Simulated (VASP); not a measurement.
Given:

```
ZrN
1.0
    0.00000     2.28238     2.28238
    2.28238     0.00000     2.28238
    2.28238     2.28238     0.00000
Zr N
1 1
Direct
  0.00000   0.00000   0.00000
  0.50000   0.50000   0.50000
```

Computed with vdW-DF-cx, VASP's PBE PAW potentials (set 64) (plane waves; VASP). Settings: 520 eV cut-off, Gaussian smearing of 0.050 eV, potentials Zr_sv N.

Question: What does the run give for the band gap (along the path) with the smallest direct gap where there is one?

Answer: 
- band gap (along the path): none (metal, semimetal or under 0.01 eV)

The absolute energy has meaning only against runs of the same code, potentials and settings.

The compound is ZrN in the rock salt structure. It was relaxed first. The electron count is odd and the run is not spin-polarised, which forces a metal.
